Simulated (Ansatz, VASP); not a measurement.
**Two plane-wave programs on Cd3AgS4**

```xyz
8
Lattice="5.4525 0.0000 0.0000 0.0000 5.4525 0.0000 0.0000 0.0000 5.4525" Properties=species:S:1:pos:R:3 pbc="T T T"
Cd    2.7263    2.7263    0.0000
Cd    2.7263    0.0000    2.7263
Cd    0.0000    2.7263    2.7263
Ag    0.0000    0.0000    0.0000
S     2.7263    2.7263    2.7263
S     0.0000    0.0000    2.7263
S     0.0000    2.7263    0.0000
S     2.7263    0.0000    0.0000
```

Alike in both runs: task relaxation of cell and atoms; functional PBE; k mesh 8 × 8 × 8; occupations gaussian, width 0.1 eV; no spin polarisation.

|  | VASP | Ansatz |
| --- | --- | --- |
| version | VASP 6.6.1 | Ansatz 0.2.0 |
| potentials or method | VASP PAW PBE potentials, release 64 (Cd, Ag, S) | scalar-relativistic, plane waves, PAW |
| plane-wave cutoff (eV) | 600 | 420 |
| valence electrons in the cell | 71 | 103 |

VASP gave:

```
gap on the k mesh at the Fermi level, each at its own relaxed structure (eV) : none
relaxed volume (Å³/atom)                                                     : 20.26
relaxed cell length with the largest relative difference (Å)                 : 5.453
```

Estimate Ansatz's values.

gap on the k mesh at the Fermi level, each at its own relaxed structure (eV): none; relaxed volume (Å³/atom): 20.19; relaxed cell length with the largest relative difference (Å): 5.446.

A gap of «none» marks a metal or a gap that the smearing closes. The two sets of potentials don't hold the same shells in valence.

Caveats: the relaxation stopped at its first step, so nothing moved.
